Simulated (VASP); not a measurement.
The input files of a VASP run:

### POSCAR
```
NaAg2
1
    0.0000000000     3.9454270000     3.9454270000
    3.9454270000     0.0000000000     3.9454270000
    3.9454270000     3.9454270000     0.0000000000
Na Ag
2 4
Direct
  0.2500000000   0.2500000000   0.2500000000
  0.0000000000   0.0000000000   0.0000000000
  0.6250000000   0.1250000000   0.6250000000
  0.6250000000   0.6250000000   0.6250000000
  0.1250000000   0.6250000000   0.6250000000
  0.6250000000   0.6250000000   0.1250000000
```

**INCAR**
```
SYSTEM = NaAg2
PREC = Accurate
ENCUT = 300
EDIFF = 1E-6
NELM = 100
ALGO = Normal
LREAL = .FALSE.
LASPH = .TRUE.
ISMEAR = -1
SIGMA = 0.136
LMAXMIX = 4
LWAVE = .FALSE.
LCHARG = .FALSE.
ISIF = 2
```

KPOINTS:
```
Automatic mesh
0
Gamma
7 7 7
0 0 0
```

POTCAR, in this order: Na_pv Ag (LDA.64 set). Program: vasp_std.

### Question
Write an equivalent input for Ansatz.

### Answer
One equivalent input (not run):
Ansatz 0.2 input:
```yaml
crystal:
  lattice:
    - [0.0000000, 3.9454270, 3.9454270]
    - [3.9454270, 0.0000000, 3.9454270]
    - [3.9454270, 3.9454270, 0.0000000]
  atoms:
    - { symbol: Na, position: [0.2500000, 0.2500000, 0.2500000] }
    - { symbol: Na, position: [0.0000000, 0.0000000, 0.0000000] }
    - { symbol: Ag, position: [0.6250000, 0.1250000, 0.6250000] }
    - { symbol: Ag, position: [0.6250000, 0.6250000, 0.6250000] }
    - { symbol: Ag, position: [0.1250000, 0.6250000, 0.6250000] }
    - { symbol: Ag, position: [0.6250000, 0.6250000, 0.1250000] }
kpoints:
  mp_grid: { grid: [7, 7, 7] }
hamiltonian:
  xc: lda
  pseudopotentials: { kind: paw }
scf:
  occupations: { method: fermi_dirac, width: 0.136 }
  max_iter: 100
output: { forces: true, stress: true, eigenvalues: true }
```
The two are equivalent in intent, not identical: each code has its own PAW files, so the cut-off isn't converted (ENCUT is set for VASP's; basis.ecutwfc is left out, and Ansatz then takes the one that its files recommend); Ansatz stops its SCF on the density residual and VASP on the energy change (EDIFF); Ansatz's lda is the Perdew-Wang form, while the LDA potentials of VASP carry Perdew-Zunger's.

The structure comes from a computed database's NaAg2 entry; how it stands against other phases isn't given here. The cell was not relaxed at this level, and its volume differs by -5.9 % from the start's.
